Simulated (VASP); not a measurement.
Here is the system:

```
CELL_PARAMETERS angstrom
      0.00000     3.19375     3.19375
      3.19375     0.00000     3.19375
      3.19375     3.19375     0.00000
ATOMIC_POSITIONS crystal
  Cd 0.00000 0.00000 0.00000
  Te 0.25000 0.25000 0.25000
```

Method: PBE GGA, VASP's PBE PAW potentials (set 64) (plane waves; VASP 6.6.1). Settings: 500 eV cut-off, 7×7×7 Γ-centred mesh, Gaussian smearing of 0.050 eV, potentials Cd Te.

Unless said otherwise, spin-orbit coupling is left out, though it shifts the bands of the heavy elements here.

What does the run give for the energy per atom (σ→0), pressure, band gap (on the k-mesh) with the smallest direct gap where there is one?

```
Quantity                                      Value
-----------------------------------  --------------
band gap (on the k-mesh)                    0.91 eV
smallest direct gap (on the k-mesh)         0.91 eV
energy per atom (σ→0)                -2.352 eV/atom
pressure                                   4.98 GPa
```

The compound is CdTe in the zinc blende structure. It was relaxed first under an external pressure of 5 GPa.
